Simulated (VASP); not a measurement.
**PbO (Litharge) with LDA: from relaxation to properties**

Aim: relax PbO (Litharge), then compute properties on the relaxed cell. The steps: relaxing cell and atoms (LDA), second relaxation, single point with fields (LDA), band structure (LDA), density of states (LDA), independent-particle dielectric function (LDA), band structure (LDA + SOC), bands along the symmetry lines (HSE06) and band structure (TB-mBJ). The start is a cell from a database of measured crystal structures.

Program: VASP 6.6.1. Level of theory: LDA; plane waves and PAW (Pb_d, O), in the first sound run; inputs show where later runs differ. Results are calculated unless marked as measured.

This is a report of a sequence of runs, with most program output left out.

The database entry behind the starting cell differs from later determinations by our own check (an axis about 0.4 % long against later determinations), so it need not match the best structure at ambient conditions.

## (1) Set-up

Before any relaxation, the start is as follows. The structure is tetragonal, space group P4/nmm (No. 129). The conventional cell has a = 3.990 Å, b = 3.990 Å, c = 5.010 Å, α = 90.00°, β = 90.00°, γ = 90.00°. Nearest to Pb lie 4 O at 2.33 Å. Nearest to O lie 4 Pb at 2.33 Å. Farther neighbours and most contacts between anions are not listed.

Structure file:

```
Pb O
1.0
     3.99000    0.00000    0.00000
     0.00000    3.99000    0.00000
     0.00000    0.00000    5.01000
Pb O
2 2
Direct
  0.00000 0.50000 0.24000
  0.50000 0.00000 0.76000
  0.00000 0.00000 0.00000
  0.50000 0.50000 0.00000
```

## (2) Relaxing cell and atoms (LDA)

The start need not lie at this functional's minimum. ISIF = 3 frees volume, shape and positions, and EDIFFG sets the threshold on forces and stress at which the search stops. LDA, the lowest rung, knows the local density alone.

INCAR reads:

```
SYSTEM = PbO
PREC = Accurate
ENCUT = 520
EDIFF = 1E-06
NELM = 100
ISMEAR = 0
SIGMA = 0.05
LREAL = .FALSE.
ALGO = Normal
GGA = CA
NBANDS = 26
LORBIT = 11
LWAVE = .FALSE.
LCHARG = .FALSE.
KPAR = 4
IBRION = 2
NSW = 60
ISIF = 3
EDIFFG = -0.01
```

POSCAR reads:

```
PbO
1.0
    3.9900000000      0.0000000000      0.0000000000
    0.0000000000      3.9900000000      0.0000000000
    0.0000000000      0.0000000000      5.0100000000
Pb O
2 2
Direct
    0.0000000000      0.5000000000      0.2400000000
    0.5000000000      0.0000000000      0.7600000000
    0.0000000000      0.0000000000      0.0000000000
    0.5000000000      0.5000000000      0.0000000000
```

KPOINTS reads:

```
Automatic mesh
0
Gamma
6 6 5
0 0 0
```

Potentials, in the order of the species: Pb_d and O (LDA family, release 64).

Started as:

```console
mpirun -np 4 vasp_std
```

It took 50 s on 4 MPI ranks of Intel Xeon 6975P-C (Granite Rapids), shared host; peak memory 0.75 GiB; 3.2 min of CPU time.

The gap is read on the k-mesh alone, so it is an upper bound where the band edges lie off the mesh. The run keeps the 16 symmetry operations of its start, so it cannot find a distortion of lower symmetry.

Relaxation path:

```
step  energy less that of the first step (eV)  largest force (eV/Å)  pressure (GPa)  volume (Å³)
   1                                   0.0000                0.5369           -3.41        79.76
   2                                   0.0036                0.7837            3.78        74.96
   3                                  -0.0336                0.0740           -0.16        77.35
   4                                  -0.0336                0.0902           -0.12        77.30
   5                                  -0.0342                0.0629           -0.06        77.09
   6                                  -0.0348                0.0176            0.02        76.70
   7                                  -0.0348                0.0117            0.02        76.65
   8                                  -0.0352                0.0058           -0.05        76.59
   9                                  -0.0356                0.0560           -0.33        76.40
  10                                  -0.0358                0.0470           -0.27        76.32
  11                                  -0.0361                0.0163           -0.12        76.09
  12                                  -0.0359                0.0431            0.18        75.62
  13                                  -0.0361                0.0049           -0.01        75.93
```

```
conventional cell, symmetrised  before  after  change
                         a (Å)   3.990  3.948  -1.1 %
                         b (Å)   3.990  3.948  -1.1 %
                         c (Å)   5.010  4.872  -2.8 %
              volume (Å³/atom)   19.94  18.98  -4.8 %
```

The atoms that moved most (Å, as changes of fractional coordinates times the final cell):

```
atom     dx     dy      dz  length
 Pb2  0.000  0.000  -0.011   0.011
 Pb1  0.000  0.000   0.011   0.011
```

Final coordinates:

```xyz
4
Lattice="3.9477 0.0000 0.0000 0.0000 3.9477 0.0000 0.0000 0.0000 4.8719" Properties=species:S:1:pos:R:3 pbc="T T T"
Pb    0.0000    1.9738    1.1802
Pb    1.9738    0.0000    3.6917
O     0.0000    0.0000    0.0000
O     1.9738    1.9738    0.0000
```

This step gave:

```yaml
electrons: 40
bands: 26
irreducible_k_points: 30
symmetry_operations: 16
free_energy_toten: -24.41 eV
fermi_energy: 5.602 eV
pressure: -0.01075 GPa
metallic: no
valence_top_at_k: 0.1667, 0, 0
conduction_bottom_at_k: 0.5, 0.5, 0
least_direct_gap_at_k: 0.5, 0.5, 0
scf_cycles_over_all_ionic_steps: 94
gap_on_the_k_mesh: 1.026 eV
least_direct_gap_on_the_k_mesh: 2.155 eV
```

It ends with a largest force of 0.005 eV/Å and a pressure of -0.01 GPa. The volume lies -4.8 % from that of the database's start, which holds the thermal and zero-point expansion of its experiment. LDA is known to overbind.

## (3) Second relaxation

The basis stayed that of the start cell while the cell moved. A rerun from the cell reached resets it; the error of the finite cutoff stays.

INCAR is that of step 2.

POSCAR reads:

```
PbO
1.0
    3.9476962255      0.0000000000      0.0000000000
    0.0000000000      3.9476962255      0.0000000000
    0.0000000000      0.0000000000      4.8719423396
Pb O
2 2
Direct
    0.0000000000      0.5000000000      0.2422465217
    0.5000000000      0.0000000000      0.7577534783
    0.0000000000      0.0000000000      0.0000000000
    0.5000000000      0.5000000000      0.0000000000
```

KPOINTS is that of step 2.

Started as:

```console
mpirun -np 4 vasp_std
```

Run time: 7 s. Hardware: 4 MPI ranks; peak memory 0.71 GiB.

Little changed from the start: no atom moved by 0.005 Å and no cell edge by 0.1 %.

Numbers from this step:

```yaml
free_energy_toten: -24.40 eV
pressure: -0.01688 GPa
scf_cycles_over_all_ionic_steps: 14
least_direct_gap_on_the_k_mesh: 2.154 eV
```

It ends with a largest force of 0.006 eV/Å and a pressure of -0.02 GPa. The volume moved by under 0.01 %: the run met its threshold at the first step.

## (4) Single point with fields (LDA)

The relaxed cell gets a fresh self-consistent run, on a basis set for its own volume, to fix the density and to check the remaining stress.

Edit INCAR of step 3 so:

```diff
@@ -13,7 +13,5 @@
 LWAVE = .FALSE.
-LCHARG = .FALSE.
-KPAR = 4
-IBRION = 2
-NSW = 60
-ISIF = 3
-EDIFFG = -0.01
+LCHARG = .TRUE.
+ISIF = 2
+LELF = .TRUE.
+LVHAR = .TRUE.
```

POSCAR is that of step 3.

KPOINTS is that of step 3.

Started as:

```console
mpirun -np 4 vasp_std
```

Wall time 7.8 s (4 MPI ranks); peak memory 0.51 GiB; 29 s of CPU time.

Numbers from this step:

```
SCF cycles                     : 14
bands                          : 28
Fermi energy                   : 5.535 eV
pressure                       : -0.01219 GPa
least direct gap on the k-mesh : 2.155 eV
```

Valence electrons inside each PAW sphere by angular momentum. Sphere charges, by row:

```
atom  s (e)  p (e)  d (e)  tot (e)
 Pb1   1.37  0.655  9.882    11.91
 Pb2   1.37  0.655  9.882    11.91
  O3  1.568  3.383      0    4.952
  O4  1.568  3.383      0    4.952
```

Valence density in the ac plane at fractional y = 0.000, with atoms of Pb and O within 0.2 Å of it. It is the smooth field of the valence electrons, not physical close to the nuclei.

Ten even steps from '0' (0.0 e/Å³) to '9' (7.8 e/Å³), each cell a mean:
```
75200011000026
32100123210012
00001367531000
00002589741000
00001478731000
00001345420000
00000122110000
00000000000000
00000000000000
00000000000000
00000000000000
00000000000000
00000000000000
00000000000000
21000000000001
64100000000025
96200000000137
```
Columns run along a (3.9 Å), rows up along c (4.9 Å). Atoms in or near the plane, at fractional coordinates: Pb at (0.50, 0.76), O at (0.00, 0.00).

Electrostatic potential energy in the ac plane at fractional y = 0.000, with atoms of Pb and O within 0.2 Å of it. With pseudopotentials it is smooth inside the atoms' cores, unlike the true potential.

Values in eV, 17 rows by 14 columns, each cell a mean:
```
-52 -44 -11  -1  -4 -14 -24 -27 -22 -10  -2  -2 -22 -48
-29 -17  -3  -2 -14 -37 -53 -59 -50 -29  -9  -2  -6 -21
  1   1   0  -7 -32 -63 -79 -82 -77 -53 -23  -4   0   1
  3   3   0 -11 -40 -73 -82 -83 -82 -63 -30  -6   1   3
  3   3   0  -9 -37 -70 -82 -83 -81 -60 -28  -5   1   3
  3   3   0  -5 -24 -53 -70 -75 -67 -44 -17  -3   1   3
  3   3   1  -1  -8 -25 -38 -43 -36 -19  -5   0   2   3
  3   3   2   1  -1  -5 -10 -12  -9  -3   0   1   3   3
  3   3   3   2   2   1   0   0   0   1   2   3   3   3
  3   3   3   3   3   3   2   2   3   3   3   3   3   3
  3   3   3   3   4   4   3   3   3   4   3   3   3   3
  4   4   4   4   4   4   4   4   4   4   4   4   4   4
  4   4   4   4   4   4   4   4   4   4   4   4   4   4
  2   3   4   4   4   4   4   4   4   4   4   4   3   2
-14  -6   2   4   4   3   3   3   3   4   4   3   0  -8
-51 -39  -7   2   3   2   1   0   1   2   3   1 -17 -44
-50 -51 -17   1   1  -1  -3  -3  -2   0   1  -1 -30 -52
```
Columns run along a (3.9 Å; values clipped at the 3rd and 97th percentile), rows up along c (4.9 Å). Atoms in or near the plane, at fractional coordinates: Pb at (0.50, 0.76), O at (0.00, 0.00).

ELF in the ac plane at fractional y = 0.000, with atoms of Pb and O within 0.2 Å of it. It is the smooth field of the valence electrons, not physical close to the nuclei.

Ten even steps from '_' (0.01) to '@' (0.81), each cell a mean:
```
##@@@@++::--======--::##@@%%
@@@@%%----==----====--==@@@@
%%##==--==--......--==::++##
==--::--==::..==..--++--::--
....::==++--..::..==++==....
____--++**++--::--++**==::__
____--++******++******==::__
____::==************++==..__
____..::++**********==::____
________::==++**++--..______
__________..::::::..________
____________________________
--::..________________..::--
####++::..__________..--**##
@@@@%%++::__________::**%%@@
%%@@@@##::____..__..==%%@@@@
++%%@@##::..::::::..==%%@@##
```
Columns run along a (3.9 Å), rows up along c (4.9 Å). Atoms in or near the plane, at fractional coordinates: Pb at (0.50, 0.76), O at (0.00, 0.00).

In this run the pressure is -0.01 GPa, small enough to go on.

## (5) Band structure (LDA)

The mesh alone shows little of the dispersion and can miss band extrema, so KPOINTS_OPT adds a path through the symmetry points after the self-consistent cycle.

INCAR reads:

```
SYSTEM = PbO
PREC = Accurate
ENCUT = 520
EDIFF = 1E-06
NELM = 100
ISMEAR = 0
SIGMA = 0.05
LREAL = .FALSE.
ALGO = Normal
GGA = CA
NBANDS = 34
LORBIT = 11
LWAVE = .FALSE.
LCHARG = .FALSE.
KPAR = 4
```

POSCAR is that of step 4.

KPOINTS is that of step 4.

KPOINTS_OPT reads:

```
Line mode
16
Line-mode
Reciprocal
  0.00000000   0.00000000   0.00000000 GAMMA
  0.00000000   0.50000000   0.00000000 X

  0.00000000   0.50000000   0.00000000 X
  0.50000000   0.50000000   0.00000000 M

  0.50000000   0.50000000   0.00000000 M
  0.00000000   0.00000000   0.00000000 GAMMA

  0.00000000   0.00000000   0.00000000 GAMMA
  0.00000000   0.00000000   0.50000000 Z

  0.00000000   0.00000000   0.50000000 Z
  0.00000000   0.50000000   0.50000000 R

  0.00000000   0.50000000   0.50000000 R
  0.50000000   0.50000000   0.50000000 A

  0.50000000   0.50000000   0.50000000 A
  0.00000000   0.00000000   0.50000000 Z

  0.00000000   0.50000000   0.00000000 X
  0.00000000   0.50000000   0.50000000 R

  0.50000000   0.50000000   0.00000000 M
  0.50000000   0.50000000   0.50000000 A
```

Started as:

```console
mpirun -np 4 vasp_std
```

It took 29 s on 4 MPI ranks; peak memory 0.91 GiB; 1.9 min of CPU time.

Spin-orbit coupling is off here; with elements this heavy it splits and shifts levels by tenths of an eV or more.

This step gave:

* bands: 34
* Fermi energy: 5.542 eV
* pressure: -0.01126 GPa
* least gap on mesh and path: 1.006 eV
* least direct gap on mesh and path: 2.154 eV
* valence top at k: 0.1, 0.1, 0

Electronic bands along the path, in eV, zero at the valence-band top; v1 is the highest filled band, c1 the lowest empty one:

```
          point     v4     v3     v2     v1    c1    c2    c3    c4
              Γ  -1.82  -1.80  -1.80  -0.02  2.49  5.54  5.54  5.63
0.47 of the way  -2.62  -2.16  -2.03  -0.15  3.57  3.58  5.67  5.83
              X  -3.20  -3.20  -1.78  -1.78  3.45  3.45  6.67  6.67
0.53 of the way  -2.27  -2.27  -1.50  -1.50  2.35  2.35  5.41  5.41
              M  -1.68  -1.68  -1.15  -1.15  1.01  1.01  5.25  5.25
0.47 of the way  -2.99  -2.96  -1.36  -0.58  2.78  3.33  4.77  5.34
              Γ  -1.82  -1.80  -1.80  -0.02  2.49  5.54  5.54  5.63
0.47 of the way  -1.84  -1.81  -1.81  -0.29  2.04  4.48  4.48  5.07
              Z  -1.87  -1.83  -1.83  -1.00  1.86  3.79  3.79  4.14
0.53 of the way  -2.56  -2.29  -1.15  -0.98  2.17  3.17  4.53  6.71
              R  -3.15  -3.15  -1.03  -1.03  3.13  3.13  6.23  6.23
0.53 of the way  -1.79  -1.79  -1.63  -1.63  3.52  3.52  4.45  4.45
              A  -2.38  -2.38  -1.15  -1.15  3.39  3.39  4.92  4.92
0.47 of the way  -2.79  -1.71  -1.36  -1.16  2.48  3.57  4.00  6.08
              Z  -1.87  -1.83  -1.83  -1.00  1.86  3.79  3.79  4.14
      jump to X  -3.20  -3.20  -1.78  -1.78  3.45  3.45  6.67  6.67
0.47 of the way  -3.18  -3.18  -1.39  -1.39  3.30  3.30  6.46  6.46
              R  -3.15  -3.15  -1.03  -1.03  3.13  3.13  6.23  6.23
      jump to M  -1.68  -1.68  -1.15  -1.15  1.01  1.01  5.25  5.25
0.47 of the way  -2.01  -2.01  -1.15  -1.15  1.80  1.80  5.53  5.53
              A  -2.38  -2.38  -1.15  -1.15  3.39  3.39  4.92  4.92
```

Of the projections kept (Pb, O), the largest for each band there; the rest of the weight can lie on other orbitals:

```
point       v4       v3      v2      v1       c1       c2       c3       c4
    Γ   O 0.93   O 0.90  O 0.90  O 0.59  Pb 0.81  Pb 0.65  Pb 0.65  Pb 0.94
    X   O 0.80   O 0.80  O 0.60  O 0.60  Pb 0.58  Pb 0.58  Pb 0.77  Pb 0.77
    M  Pb 0.58  Pb 0.58  O 0.97  O 0.97  Pb 0.83  Pb 0.83  Pb 0.88  Pb 0.88
    Γ   O 0.93   O 0.90  O 0.90  O 0.59  Pb 0.81  Pb 0.65  Pb 0.65  Pb 0.94
    Z   O 0.92   O 0.89  O 0.89  O 0.78  Pb 0.92  Pb 0.92  Pb 0.92  Pb 0.87
    R   O 0.81   O 0.81  O 0.69  O 0.69   O 0.59   O 0.59  Pb 0.84  Pb 0.84
```

The path lowers the gap by 0.02 eV against the mesh alone, so a band edge lies off the mesh.

## (6) Density of states (LDA)

A density of states needs more k-points than a total energy; ISMEAR = -5 takes tetrahedra, and LORBIT projects the states on the PAW spheres. The mesh is finer than in the run before.

Edit INCAR of step 5 so:

```diff
@@ -5,3 +5,3 @@
 NELM = 100
-ISMEAR = 0
+ISMEAR = -5
 SIGMA = 0.05
@@ -15 +15,2 @@
 KPAR = 4
+NEDOS = 2001
```

POSCAR is that of step 5.

KPOINTS reads:

```
Automatic mesh
0
Gamma
8 8 7
0 0 0
```

Started as:

```console
mpirun -np 4 vasp_std
```

The job ended after 17 s (4 MPI ranks; peak memory 0.95 GiB; 66 s of CPU time).

This step gave:

* irreducible k-points: 60
* Fermi energy: 5.336 eV
* pressure: -0.01045 GPa
* valence top at k: 0.125, 0, 0
* gap on the k-mesh: 1.007 eV

The density of states has structure finer than the step of the table below, so its rows give means over 0.5 eV, whole bins alone (the curve runs from -12.0 to 7.89 eV). Peaks (eV: height): total -4.44: 3.94, -1.88: 4.01, -1.48: 5.83, 7.09: 3.71; O p -4.44: 1.73, -3.64: 1.65, -1.48: 3.36, 3.25: 0.677; Pb p 3.25: 0.686, 5.97: 0.756, 7.09: 1.52, 7.74: 1.32; Pb s -8.28: 1.85, -1.40: 0.431, 3.57: 0.365; O s -6.76: 0.0852, 2.77: 0.0992, 5.57: 0.0431, 7.09: 0.0605.

States under -12.0 eV and over 7.9 eV are left out. Density of states against energy, zero at the valence-band top; means over each step; values in states/eV/cell:

```
energy (eV)    total      O p     Pb p     Pb s      O s
       -9.5        0        0        0        0        0
       -9.0   0.0597  0.00596   3.7e-4   0.0312   1.4e-4
       -8.5     1.34    0.199  0.00997    0.698  0.00959
       -8.0     2.63    0.418   0.0202     1.37   0.0510
       -7.5     1.59    0.245   0.0125    0.823   0.0697
       -7.0    0.985    0.127   0.0126    0.499   0.0753
       -6.5    0.664   0.0761   0.0141    0.332   0.0590
       -6.0    0.357   0.0452  0.00932    0.179   0.0327
       -5.5    0.205   0.0268  0.00630    0.102   0.0200
       -5.0    0.566    0.198   0.0736   0.0562   0.0123
       -4.5     2.57     1.10    0.341   0.0694   0.0217
       -4.0     2.73     1.28    0.345   0.0271   0.0139
       -3.5     2.19     1.10    0.256  0.00780   0.0119
       -3.0     1.84    0.999    0.176   0.0101   0.0127
       -2.5     3.06     1.66    0.294   0.0716   0.0179
       -2.0     3.57     1.87    0.319    0.236   0.0143
       -1.5     4.35     2.51    0.297    0.271  0.00463
       -1.0     2.05    0.992    0.186    0.246  0.00197
       -0.5    0.836    0.377   0.0641    0.154  0.00171
        0.0    0.284    0.129   0.0109   0.0680   4.7e-4
        0.5        0        0        0        0        0
        1.0  0.00576   2.7e-4  0.00151   1.2e-4   3.1e-4
        1.5    0.141  0.00942   0.0362  0.00361  0.00698
        2.0    0.446   0.0422    0.108   0.0265   0.0175
        2.5     1.74    0.228    0.410    0.111   0.0729
        3.0     2.89    0.499    0.607    0.245   0.0807
        3.5     2.45    0.508    0.463    0.290   0.0412
        4.0    0.928    0.136    0.249   0.0436  0.00936
        4.5     1.20    0.189    0.322   0.0406   0.0182
        5.0     1.52    0.235    0.408   0.0577   0.0232
        5.5     2.00    0.256    0.611   0.0755   0.0360
        6.0     1.72    0.175    0.677   0.0244   0.0313
        6.5     1.35    0.152    0.528   0.0172   0.0219
        7.0     2.65    0.393     1.07   0.0202   0.0420
        7.5     3.15    0.525     1.28   0.0243   0.0299
```

The gap on this mesh is 1.01 eV. In the top eV of the valence band the largest shares in the PAW spheres are O p 46 %, Pb s 17 % and Pb p 8 %; in the lowest eV of the conduction band, Pb p 25 % and O p 8 %. The rest lies in smaller channels or between the spheres.

(Continued in part 2 of 2.)

[Lines on the potential files, build, host, timing and source positions are cut from VASP's logs without a mark.]

[Logs are printed without paths, hosts, clocks, repeated set-up lines and the standing remarks that a program may print on its own settings, such as how far it seeks lower states.]

[Hosts, paths, dates, database ids (printed as entryN), source tags and the programs' standing remarks are cut or masked in the printed files.]

[A measured line is paired with the nearest computed mode of its activity, which favours agreement.]
